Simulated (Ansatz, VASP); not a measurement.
## One cell, several codes and potentials: HgTe

System: HgTe (zinc blende type, first atom moved by 0.06 Å along [111]), 2 atoms in the cell.

```xyz
2
Lattice="0.0000 3.3300 3.3300 3.3300 0.0000 3.3300 3.3300 3.3300 0.0000" Properties=species:S:1:pos:R:3 pbc="T T T"
Hg    0.0346    0.0346    0.0346
Te    1.6650    1.6650    1.6650
```

All runs use HSE06; k-mesh 4×4×4 Γ-centred; Fermi–Dirac smearing of 0.1 eV; no spin polarisation; no spin–orbit coupling. Exact exchange at q = 0 is regularized (HFRCUT = 0 in VASP). VASP pressures are printed at a fixed basis; Ansatz's pressures include its basis correction. The all-electron reference is a plane-wave run on PAW datasets generated for this crystal and functional, not LAPW.

```csv
run,pressure (GPa),Fx on Hg1 (eV/Å)
"Ansatz PAW hard set, 700 eV",-1.16,-0.096
"Ansatz with JTH PAW, 870 eV",-1.06,-0.104
"VASP, Hg/Te, 303 eV",-1.50,-0.098
"Ansatz PAW soft set 1, 420 eV",-1.16,-0.096
"Ansatz hand-made PAW, 690 eV",-1.14,-0.097
```

Task: What does the all-electron calculation give for these quantities?

Result: Ansatz all-electron PAW datasets made for this crystal, inner shells by Dirac's equation, 270 eV: pressure -1.14 GPa, Fx on Hg1 -0.097 eV/Å. All forces:

```tsv
atom	Fx (eV/Å)	Fy (eV/Å)	Fz (eV/Å)
Hg1	-0.097	-0.097	-0.097
Te2	0.097	0.097	0.097
```

The k-mesh is coarse, so these values belong to this mesh and can lie far from the converged ones. Potentials made with PBE were used with another functional (at least in: Ansatz PAW hard set, 700 eV; Ansatz with JTH PAW, 870 eV; VASP, Hg/Te, 303 eV).
